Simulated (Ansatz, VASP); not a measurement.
# Cross-check of SiSn2 (antifluorite type (invented)) between VASP and Ansatz

Aim: how closely do two programs agree when they are given the same cell, functional and k mesh? The cell is generated by rule, not measured, and may not be a known phase. The cell is taken from a series of runs on this material, whose earlier steps may have relaxed, scaled, displaced or heated it; both programs get it as it stands.

Program: Ansatz 0.2.0. Level of theory: plane waves, with VASP 6.6.1 beside it; relaxation of cell and atoms at PBEsol. Results are calculated unless marked as measured.

## Step 1: The structure

The structure is cubic, space group Fm-3m (No. 225). The conventional cell has a = 6.716 Å, b = 6.716 Å, c = 6.716 Å, α = 90.00°, β = 90.00°, γ = 90.00°. Si has 8 Sn at 2.91 Å nearest. Sn has 4 Si at 2.91 Å nearest. Farther neighbours are not listed.

## Step 2: VASP: relaxation of cell and atoms, PBEsol

The relaxed volume is the usual yardstick between codes: in a stiff, nearly cubic crystal its relative difference is about their pressure difference at one cell divided by the bulk modulus.

Lines of VASP's logs that name or quote its potential files are left out, and so is its time.

INCAR reads:

```
SYSTEM = SiSn2
PREC = Accurate
ENCUT = 500
EDIFF = 1E-07
NELM = 120
ISMEAR = 0
SIGMA = 0.1
LREAL = .FALSE.
ALGO = Normal
GGA = PS
NBANDS = 22
LORBIT = 11
LWAVE = .FALSE.
LCHARG = .FALSE.
ISIF = 3
IBRION = 2
NSW = 80
EDIFFG = -0.005
LASPH = .TRUE.
GGA_COMPAT = .FALSE.
NELMIN = 4
```

POSCAR reads:

```
SiSn2
1.0
    0.0000000000      3.3582180000      3.3582180000
    3.3582180000      0.0000000000      3.3582180000
    3.3582180000      3.3582180000      0.0000000000
Si Sn
1 2
Direct
    0.0000000000      0.0000000000      0.0000000000
    0.2500000000      0.2500000000      0.2500000000
    0.7500000000      0.7500000000      0.7500000000
```

KPOINTS reads:

```
Automatic mesh
0
Gamma
12 12 12
0 0 0
```

PAW data sets: Si and Sn_d (PBE family, release 64).

Run with:

```
> mpirun -np 1 vasp_std
```

Numbers of over 12 decimals in the logs are rounded to 6 here.

Log:

```text
[banner, memory and clock lines left out]
running    1 mpi-ranks, on    1 nodes
 distrk:  each k-point on    1 cores,    1 groups
 distr:  one band on    1 cores,    1 groups

 POSCAR found type information on POSCAR SiSn
 POSCAR found :  2 types and       3 ions
|                                                                             |
|               ----> ADVICE to this user running VASP <----                  |
|                                                                             |
|     You enforced a specific xc type in the INCAR file but a different       |
|     [... a line on the potential file left out ...]
|     I HOPE YOU KNOW WHAT YOU ARE DOING!                                     |
|                                                                             |

 LDA part: xc-table for (Slater+PW92), standard interpolation
 POSCAR, INCAR and KPOINTS ok, starting setup
 FFT: planning ... GRIDC
 FFT: planning ... GRID_SOFT
 FFT: planning ... GRID
 WAVECAR not read
 entering main loop
       N       E                     dE             d eps       ncg     rms          rms(c)
DAV:   1     0.245715877526E+03    0.24572E+03   -0.15732E+04  3228   0.199E+03
DAV:   2     0.124368140502E+02   -0.23328E+03   -0.22656E+03  3204   0.462E+02
DAV:   3    -0.127621285085E+02   -0.25199E+02   -0.24591E+02  3822   0.140E+02
DAV:   4    -0.135935208545E+02   -0.83139E+00   -0.83023E+00  3630   0.281E+01
DAV:   5    -0.136237387529E+02   -0.30218E-01   -0.30216E-01  4530   0.530E+00    0.324E+00
DAV:   6    -0.134893728168E+02    0.13437E+00   -0.15595E-01  4370   0.435E+00    0.181E+00
DAV:   7    -0.134670290526E+02    0.22344E-01   -0.63095E-02  4096   0.204E+00    0.528E-01
DAV:   8    -0.134635926111E+02    0.34364E-02   -0.76047E-03  3852   0.738E-01    0.900E-02
DAV:   9    -0.134634807493E+02    0.11186E-03   -0.73996E-04  4164   0.248E-01    0.631E-02
DAV:  10    -0.134634937954E+02   -0.13046E-04   -0.10323E-04  4434   0.685E-02    0.275E-02
DAV:  11    -0.134634925858E+02    0.12095E-05   -0.29458E-05  4188   0.566E-02    0.575E-03
DAV:  12    -0.134634920200E+02    0.56584E-06   -0.29549E-06  3708   0.170E-02    0.356E-03
DAV:  13    -0.134634919709E+02    0.49142E-07   -0.18061E-07  2994   0.350E-03
   1 F= -.13463492E+02 E0= -.13460212E+02  d E =-.134635E+02
 curvature:   0.00 expect dE= 0.000E+00 dE for cont linesearch  0.000E+00
 trial: gam= 0.00000 g(F)=  0.138E-46 g(S)=  0.592E-03 ort = 0.000E+00 (trialstep = 0.100E+01)
 search vector abs. value=  0.592E-03
 bond charge predicted
       N       E                     dE             d eps       ncg     rms          rms(c)
DAV:   1    -0.134724061512E+02   -0.89141E-02   -0.19296E-01  3930   0.660E+00    0.500E-01
DAV:   2    -0.134653915923E+02    0.70146E-02   -0.12414E-02  3654   0.172E+00    0.226E-01
DAV:   3    -0.134637645271E+02    0.16271E-02   -0.49494E-03  4154   0.104E+00    0.276E-02
DAV:   4    -0.134637125351E+02    0.51992E-04   -0.17678E-04  3506   0.141E-01    0.119E-02
DAV:   5    -0.134637037886E+02    0.87466E-05   -0.16236E-05  4278   0.308E-02    0.568E-03
DAV:   6    -0.134637035044E+02    0.28419E-06   -0.21169E-06  3714   0.224E-02    0.236E-03
DAV:   7    -0.134637036920E+02   -0.18766E-06   -0.22941E-07  2622   0.609E-03    0.300E-04
DAV:   8    -0.134637036152E+02    0.76811E-07   -0.26138E-08  1728   0.155E-03
   2 F= -.13463704E+02 E0= -.13460451E+02  d E =-.211644E-03
 trial-energy change:   -0.000212  1 .order   -0.000222   -0.000592    0.000148
 step:   0.7861(harm=  0.8005)  dis= 0.00000  next Energy=   -13.463719 (dE=-0.228E-03)
 bond charge predicted
       N       E                     dE             d eps       ncg     rms          rms(c)
DAV:   1    -0.134641168787E+02   -0.41319E-03   -0.88847E-03  3918   0.143E+00    0.107E-01
DAV:   2    -0.134638006610E+02    0.31622E-03   -0.56039E-04  3648   0.365E-01    0.483E-02
DAV:   3    -0.134637250323E+02    0.75629E-04   -0.22927E-04  4144   0.223E-01    0.581E-03
DAV:   4    -0.134637206387E+02    0.43937E-05   -0.82524E-06  3524   0.308E-02    0.253E-03
DAV:   5    -0.134637190693E+02    0.15693E-05   -0.74494E-07  3670   0.696E-03    0.133E-03
DAV:   6    -0.134637189411E+02    0.12822E-06   -0.16031E-07  1704   0.657E-03    0.486E-04
DAV:   7    -0.134637188850E+02    0.56153E-07   -0.18761E-08  1722   0.165E-03
   3 F= -.13463719E+02 E0= -.13460461E+02  d E =-.226914E-03
 curvature:  -0.40 expect dE=-0.436E-07 dE for cont linesearch -0.436E-07
 trial: gam=-0.01342 g(F)=  0.668E-48 g(S)=  0.110E-06 ort = 0.805E-05 (trialstep = 0.957E+00)
 search vector abs. value=  0.120E-09
 reached required accuracy - stopping structural energy minimisation
```

OUTCAR, selected parts (step 2):

```text
ion  position               nearest neighbor table
   1  0.000  0.000  0.000-   3 2.91   3 2.91   3 2.91   2 2.91   2 2.91   2 2.91   3 2.91   2 2.91

  LATTYP: Found a face centered cubic cell.
 ALAT       =     6.7164360000

 Subroutine GETGRP returns: Found 48 space group operations
 (whereof 48 operations were pure point group operations)

The static configuration has the point symmetry O_h .

 Found     72 irreducible k-points:

   k-points           NKPTS =     72   k-points in BZ     NKDIM =     72   number of bands    NBANDS=     22

   dimension x,y,z NGX =    36 NGY =   36 NGZ =   36
   dimension x,y,z NGXF=    72 NGYF=   72 NGZF=   72

   ENCUT  =  500.0 eV  36.75 Ry    6.06 a.u.   8.66  8.66  8.66*2*pi/ulx,y,z

   NELECT =      32.0000    total number of electrons

 k-points in reciprocal lattice and weights: Automatic mesh
   0.00000000  0.00000000  0.00000000       0.001
   0.08333333  0.00000000  0.00000000       0.005
   0.16666667  0.00000000  0.00000000       0.005
   0.25000000  0.00000000  0.00000000       0.005
   0.33333333  0.00000000  0.00000000       0.005
   0.41666667  0.00000000  0.00000000       0.005
   0.50000000  0.00000000  0.00000000       0.002
   0.08333333  0.08333333  0.00000000       0.003
   0.16666667  0.08333333  0.00000000       0.014
[...]
-0.33333333  0.50000000  0.16666667       0.007
  -0.25000000  0.50000000  0.25000000       0.003

 average (electrostatic) potential at core
       1 -82.2534       2 -99.4644       3 -99.4644

 E-fermi :   7.2984

 k-point     1 :       0.0000    0.0000    0.0000
  band No.  band energies     occupation
    ...
     15       6.0493      2.00000
     16       6.0493      2.00000
     17       6.2272      2.00000
     18       6.2272      2.00000
     19       6.2272      2.00000
     20      11.1766      0.00000
     21      11.1766      0.00000
     22      11.1766      0.00000

 k-point     2 :       0.0833    0.0000    0.0000
  band No.  band energies     occupation
    ...
     14       5.7189      2.00000
     15       5.7189      2.00000
     16       5.9641      2.00000
     17       6.5828      2.00000
     18       6.5828      2.00000
     19       7.3831      0.23095
     20      10.8307      0.00000
     21      10.8307      0.00000
     22      11.0309      0.00000

 k-point     3 :       0.1667    0.0000    0.0000
  band No.  band energies     occupation
    ...
     14       5.3817      2.00000
     15       5.3817      2.00000
     16       6.4958      2.00000
     17       6.9456      2.00000
     18       6.9456      2.00000
     19       8.7283      0.00000
     20      10.4685      0.00000
     21      10.4685      0.00000
     22      10.9233      0.00000

  Total       -0.0015067     -0.0015067     -0.0015067     -0.0000000      0.0000000      0.0000000
  in kB       -0.0320051     -0.0320051     -0.0320051     -0.0000000      0.0000000      0.0000000
  external PRESSURE =      -0.0320051 kB  Pullay stress =       0.0000000 kB

  energy-cutoff  :      500.00
  volume of cell :       75.43
      direct lattice vectors                 reciprocal lattice vectors
     0.000000000  3.353515704  3.353515704    -0.149097259  0.149097259  0.149097259
     3.353515704  0.000000000  3.353515704     0.149097259 -0.149097259  0.149097259
     3.353515704  3.353515704 -0.000000000     0.149097259  0.149097259 -0.149097259

 POSITION                                       TOTAL-FORCE (eV/Angst)
 -----------------------------------------------------------------------------------
      0.00000      0.00000      0.00000         0.000000     -0.000000      0.000000
      1.67676      1.67676      1.67676        -0.000000      0.000000      0.000000
      5.03027      5.03027      5.03027        -0.000000      0.000000     -0.000000
 -----------------------------------------------------------------------------------
    total drift:                                0.000000      0.000000      0.000000

  FREE ENERGIE OF THE ION-ELECTRON SYSTEM (eV)
  ---------------------------------------------------
  free  energy   TOTEN  =       -13.4637188850 eV

  energy  without entropy=      -13.4572024284  energy(sigma->0) =      -13.46046066

 reached required accuracy - stopping structural energy minimisation

 total charge
# of ion       s       p       d       tot
------------------------------------------
    1        0.870   0.695   0.000   1.564
    2        1.269   0.950   9.992  12.212
    3        1.269   0.950   9.992  12.212
--------------------------------------------------
tot          3.408   2.595  19.985  25.987

[... 3 further parts left out ...]
```

## Step 3: Ansatz: relaxation of cell and atoms, PBEsol

Ansatz runs on its default PAW (the set named soft_2) files.

The same cell, functional, mesh and smearing now go to Ansatz, which takes its cutoff from its data sets.

input.yaml reads:

```yaml
crystal:
  lattice:
    - [0.0, 3.3582177912, 3.3582177912]
    - [3.3582177912, 0.0, 3.3582177912]
    - [3.3582177912, 3.3582177912, 0.0]
  atoms:
    - { symbol: Si, position: [0.0, 0.0, 0.0] }
    - { symbol: Sn, position: [0.25, 0.25, 0.25] }
    - { symbol: Sn, position: [0.75, 0.75, 0.75] }
kpoints:
  mp_grid: { grid: [12, 12, 12] }
hamiltonian:
  xc: pbesol
scf:
  occupations: { method: gaussian, width: 0.1 }
output:
  forces: true
  stress: true
  eigenvalues: true
relax:
  adjacent_minimum: "off"
  f_tol: 0.005
  max_steps: 80
  cell: { stress_tol: 0.05 }
```

Run with:

```
> ansatz run input.yaml --threads 2 --pin off --max-ram 5120MiB --backend cpu --events-out ev --progress --plain --runs-dir out
```

Log:

```text
Engine: ansatz 0.2.0, x86_64-unknown-linux-gnu
Pseudopotentials: kind: paw
Pseudopotential: Si, paw, valence charge 4, recommended cutoff 420 eV (normal), Si.paw.azcp
Pseudopotential: Sn, paw, valence charge 14, recommended cutoff 420 eV (normal), Sn.paw.azcp
Functional definition: PBEsol
  exchange = pbesol_x
  correlation = pbesol_c
Crystal: 3 atoms, lattice volume = 75.745 Å³
Basis set: ecut = 420 eV, 1459 PW (Γ), exchange–correlation on 64×64×64 points (8 copies of the dense FFT grid, shifted against one another)
Bands: 20, of which v1, the nominal top of the filled ones, is band 16 counted from 1 (15 counted from 0)
Symmetry: 48 space group operations
Space group: Fm-3m (ITA 225), of the structure as read, at distance tolerance 4.2e-5 Å
k-points: 72 of 1728
Non-local potential: Si, projectors of the file, l = 0: 2, l = 1: 2, l = 2: 2
Non-local potential: Sn, projectors of the file, l = 0: 2, l = 1: 2, l = 2: 2, l = 3: 2
PAW form: soft (Blöchl's): semilocal exchange-correlation on the pseudo side does not see the compensation charge
PAW frozen core: Si, regenerated for the run's functional, and the local potential with it (the file was generated under x = pbe(κ = 0.804, μ = 0.219515), c = pbe(β = 0.066725))
PAW frozen core: Sn, regenerated for the run's functional, and the local potential with it (the file was generated under x = pbe(κ = 0.804, μ = 0.219515), c = pbe(β = 0.066725))
PAW one-centre angular grid: Si, 110 points (default); XC on 64 Gauss nodes
PAW one-centre angular grid: Sn, 590 points (default); XC on 64 Gauss nodes
Initial density: superposition of atomic densities (neutral atoms: chi_scale 0, normalization atom), corrected by the library's trained network
Initial wavefunctions: pseudopotential atomic-orbital guess
Functional: x = pbesol(κ = 0.804, μ = 0.123457), c = pbesol(β = 0.046)
SCF iter   1: F=—  HF=-12520.256789 eV  |F-HF|=—  |Δ(HF+E_count)|=         —  Δρ=2.87e-3  dr2=1.24e-2  ethr=1.77e-3  ⟨swp⟩=6.0  Hψ=7335  notcnv=0
preconditioner: auto → LDOS  [metal: Δε(μ)=0.018 eV  Ē_g=17.609 eV  σ=0.100 eV  W_gap=0.10  n_scr=14 (ndim 8)  ℏωp=24.1 eV  f_vac=0.011  D(μ)=1.27/eV (n_scr^D=8)  β→1.0]
SCF iter   2: F=—  HF=-12520.250877 eV  |F-HF|=—  |Δ(HF+E_count)|=   5.91e-3  Δρ=6.42e-4  dr2=2.25e-4  ethr=3.89e-5  ⟨swp⟩=2.3  Hψ=2592  notcnv=0
preconditioner: auto → Kerker (q_TF=auto, 2.363 Å⁻¹)  [metal: Δε(μ)=0.025 eV  Ē_g=17.627 eV  σ=0.100 eV  W_gap=0.14  n_scr=14 (ndim 8)  ℏωp=24.1 eV  f_vac=0.008  D(μ)=1.31/eV (n_scr^D=8)  β→0.5]
SCF iter   3: F=—  HF=-12520.250785 eV  |F-HF|=—  |Δ(HF+E_count)|=   9.16e-5  Δρ=1.92e-4  dr2=1.77e-5  ethr=7.03e-7  ⟨swp⟩=2.0  Hψ=2610  notcnv=0
SCF iter   4: F=—  HF=-12520.250783 eV  |F-HF|=—  |Δ(HF+E_count)|=   2.22e-6  Δρ=7.51e-5  dr2=3.13e-6  ethr=5.52e-8  ⟨swp⟩=2.4  Hψ=2615  notcnv=0
iter 5 did not close the SCF: its close was put off for the readings that it lacked (scf_convergence_deferred on its scf_iter line)
SCF iter   5: F=-12520.250783 eV  HF=-12520.250783 eV  |F-HF|=1.78e-8  |Δ(HF+E_count)|=   2.54e-7  Δρ=7.47e-6  dr2=4.55e-8  ethr=9.78e-9  ⟨swp⟩=3.0  Hψ=2641  notcnv=0
SCF iter   6: F=-12520.250783 eV  HF=-12520.250783 eV  |F-HF|=6.78e-10  |Δ(HF+E_count)|=   8.57e-9  Δρ=1.38e-6  dr2=2.32e-9  ethr=1.42e-10  ⟨swp⟩=3.4  Hψ=5475  notcnv=0
SCF 1 converged in 6 iterations: F = -12520.250783 eV  dr2 = 2.32e-9
  greatest PAW one-centre occupation: 0.992 electrons in one spin orbital (limit 2), on the Sn atom at site 2 (counted from 0), in its partial waves of l = 2
relax step   1: F+E_penalty+E_count = -12520.25078281 eV  Δ(F+E_penalty+E_count) = +0.000e0 eV  max|allowed force component| = 2.005e-17 eV/Å  Δτ_max = 0.0000 Å  P = -0.200 GPa  Ω = 75.745 Å³  (6 SCF iters, dr2 threshold 1.00e-7 eV, accepted)
[...]
relax step   2: F+E_penalty+E_count = -12520.25101895 eV  Δ(F+E_penalty+E_count) = -2.361e-4 eV  max|allowed force component| = 9.406e-17 eV/Å  Δτ_max = 0.0000 Å  P = +0.072 GPa  Ω = 75.360 Å³  energy of the carried Pulay correction = +7.966e-5 eV  (5 SCF iters, dr2 threshold 1.00e-7 eV, accepted)
[...]
relax step   3: F+E_penalty+E_count = -12520.25102041 eV  Δ(F+E_penalty+E_count) = -1.463e-6 eV  max|allowed force component| = 1.049e-16 eV/Å  Δτ_max = 0.0000 Å  P = -0.000 GPa  Ω = 75.461 Å³  energy of the carried Pulay correction = +5.874e-5 eV  (4 SCF iters, dr2 threshold 1.28e-8 eV, accepted)
[...]
relax step   4: F+E_penalty+E_count = -12520.25096989 eV  Δ(F+E_penalty+E_count) = +5.053e-5 eV  max|allowed force component| = 9.098e-17 eV/Å  Δτ_max = 0.0000 Å  P = -0.001 GPa  Ω = 75.461 Å³  stress off target by 6.28e-4 GPa  SCF on the basis re-selected at this cell (its energy is not comparable with the rows above)  (7 SCF iters)
basis re-selected at this cell: Δ(F+E_penalty+E_count) = +5.053e-5 eV, ΔP = -0.000 GPa vs the last step (what re-selecting the basis moved, of the pressure what is left beyond the Pulay correction that the steps carried, after the strain that the cell walked since its last selection, with what the two solves' SCF thresholds leave and, on support functions, any second-order correction that the steps lacked; it is no m [...]
SCF converged after 7 iterations
Free energy (F): -12520.250970 eV
Harris-Foulkes:  -12520.250970 eV  (|F-HF|=7.28e-12)
Internal energy: -12520.244458 eV  (E = F + TS)
E sigma→0 (E₀):  -12520.247714 eV
Entropy (-TS):   -0.006511 eV (-2.170 meV/atom)
Fermi energy:    9.390149 eV
--- Per-component energies (eV) ---
  E_band       = -184.612690
  E_kinetic    = 412.678140
  E_local      = -1984.791141  (includes V_loc(G=0)·N_el)
  E_nonlocal   = -35.409838
  E_hartree    = 1185.939433
  E_xc         = -813.939258
  E_vxc        = -241.330075  (∫ρ·V_xc dr)
  E_paw        = -8626.255596  (= ΣΔE_a)
  E_vpaw       = -707.638650  (= ΣTr[D̂ρ^β])
  E_aug_tail   = 0.000007  (compensation charges beyond the density's cutoff)
  E_ewald      = -2659.067446
  E_core_change = 0.601240  (= ΣΔE_core)
  E_smearing   = -0.006511  (= −TS)
  E_closure    = 0.000000  (closes the sum)
  Σ components = -12520.250970   (vs F -12520.250970, Δ=0.00e0)
--- Forces (eV/Å), atoms counted from 1 ---
  atom   1  Si     0.00000000    -0.00000000    -0.00000000
  atom   2  Sn     0.00000000     0.00000000     0.00000000
  atom   3  Sn    -0.00000000    -0.00000000    -0.00000000
  max |Σ_I F_I| component: 1.85e-17 eV/Å
--- Stress (GPa, compression-positive) ---
       -0.000628      -0.000000      -0.000000
       -0.000000      -0.000628      -0.000000
       -0.000000       0.000000      -0.000628
  P = ⅓ Tr σ = -0.0006 GPa (-0.006 kbar)
--- Band table (eV; the first three rows and the last of 72) ---
  k-point 0: bands = [... 12 lower, 7.1049, 8.1434, 8.1434, 8.1434, 8.3188, 8.3188, 8.3188, 13.2679]
  k-point 1: bands = [... 12 lower, 6.6046, 7.8121, 7.8121, 8.0552, 8.6753, 8.6753, 9.4745, 12.9216]
  k-point 2: bands = [... 12 lower, 6.0519, 7.4749, 7.4749, 8.5859, 9.0383, 9.0383, 10.8190, 12.5593]
  k-point 71: bands = [... 12 lower, 1.6287, 4.6196, 8.7189, 8.7189, 10.1877, 11.2661, 14.0207, 14.7834]
--- Relaxed structure (3 steps of the walk, 3 accepted, 1 SCFs on fresh bases) ---
  F+E_penalty+E_count = -12520.25096989 eV   max|allowed force component| = 9.098e-17 eV/Å   (the final SCF, on the basis selected at the relaxed cell)
  cell:  # Å, volume = 75.4611 Å³
    - [0, 3.354010, 3.354010]
    - [3.354010, 0, 3.354010]
    - [3.354010, 3.354010, 0]
  atoms:
    - { symbol: Si, position: [0, 0, 0] }
    - { symbol: Sn, position: [0.25, 0.25, 0.25] }
    - { symbol: Sn, position: [0.750000, 0.750000, 0.750000] }
```

## Step 4: Comparison

Known differences besides the potentials themselves: the cutoff is 420 eV in Ansatz and 500 eV in VASP; Ansatz makes its cores anew for this functional, VASP keeps those of its PBE data sets; Ansatz adds a Pulay correction to the stress that steers its cell, VASP none. Total energies have different zeros and are not compared.

Compared:

```csv
quantity,Ansatz,VASP,difference
volume (Å³),75.46,75.43,+0.04 %
"edge a after relaxation, in the typed setting (Å)",4.743,4.743,+0.01 %
```

## Step 5: Results

```json
{"difference in volume (relaxation of cell and atoms, PBEsol)": "0.044 %"}
```

The difference in volume is 0.044 % (relaxation of cell and atoms, PBEsol), within the 1.2 % picked in this series as the mark of a large difference, as far as the stopping tolerances let one tell. 1 further run of this series is not shown here. How closely two codes agree says nothing of how well the functional describes the real material.

[Lines on the potential files, build, host, timing and source positions are cut from VASP's logs without a mark.]

[Logs are printed without paths, hosts, clocks, repeated set-up lines and the standing remarks that a program may print on its own settings, such as how far it seeks lower states.]

[Hosts, paths, dates, database ids (printed as entryN), source tags and the programs' standing remarks are cut or masked in the printed files.]
